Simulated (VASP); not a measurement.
Here is a VASP 6.6.1 calculation.

INCAR

```
SYSTEM = Li
ALGO     = Normal         ! electronic algorithm
EDIFF    = 1E-6           ! SCF threshold, eV
ENCUT    = 520            ! plane-wave cutoff, eV
ISIF     = 2              ! what is computed and relaxed
ISMEAR   = -1             ! smearing method
LASPH    = .TRUE.         ! aspherical terms in the spheres
LCHARG   = .TRUE.         ! write CHGCAR
LELF     = .TRUE.         ! ELF
LREAL    = .FALSE.        ! projectors in reciprocal space
LVHAR    = .TRUE.       
LWAVE    = .FALSE.        ! write WAVECAR
NBANDS   = 10             ! bands
NELM     = 100            ! most SCF steps
PREC     = Accurate       ! precision mode
SIGMA    = 0.13605693000000002 ! smearing width, eV
```

Contents of KPOINTS:

```
k-points
0
G
  8 8 8
  0 0 0
```

POSCAR

```
Li
1.0
    0.0000000000      2.8691943333      2.8691943333
    2.8691943333      0.0000000000      2.8691943333
    2.8691943333      2.8691943333      0.0000000000
Li
2
Direct
    0.0000000000      0.0000000000      0.0000000000
    0.2500000000      0.2500000000      0.2500000000
```

Potentials or basis: VASP PAW LDA potentials, release 64 (Li_sv).

Run with:

```sh
$ cat potpaw_LDA.64/Li_sv/POTCAR > POTCAR
$ mpirun -np 1 vasp_std > vasp.out
```

Problem. What does it give for the band gap on the k mesh?

Solution. None (metal or under the smearing width).
